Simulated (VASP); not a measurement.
A run of VASP 6.6.1:

INCAR

```
PREC = Accurate ; ENCUT = 520
EDIFF = 1E-7 ; ISMEAR = 0
SIGMA = 0.1 ; LREAL = F
LASPH = T ; NELM = 80
ALGO = Normal ; ISIF = 3
LWAVE = F ; LCHARG = F
GGA = PS ; IBRION = 2
NSW = 80 ; EDIFFG = -0.002
```

The input KPOINTS:

```
regular mesh
0
Gamma
  4 4 4
```

File POSCAR:

```
LaC2
1.0
   -1.9670000000      1.9670000000      3.2860000000
    1.9670000000     -1.9670000000      3.2860000000
    1.9670000000      1.9670000000     -3.2860000000
La C
1 2
Direct
    0.0000000000      0.0000000000      0.0000000000
    0.4030000000      0.4030000000      0.0000000000
    0.5970000000      0.5970000000      0.0000000000
```

Potentials or basis: VASP PAW PBE potentials, release 64 (La, C).

Command:

```bash
$ cat potpaw_PBE.64/La/POTCAR potpaw_PBE.64/C/POTCAR > POTCAR
$ mpirun -np 1 vasp_std > vasp.out
```

Hardware: 1 thread of Intel(R) Xeon(R) 6975P-C (Granite Rapids), on a shared host.

**Question.** Estimate the wall time of this run.

**Answer.** It took 82 s on 1 thread of Intel(R) Xeon(R) 6975P-C (Granite Rapids) (shared host), peak memory 0.19 GiB. Counts: scf iterations 120, k points 13, ion steps 17.
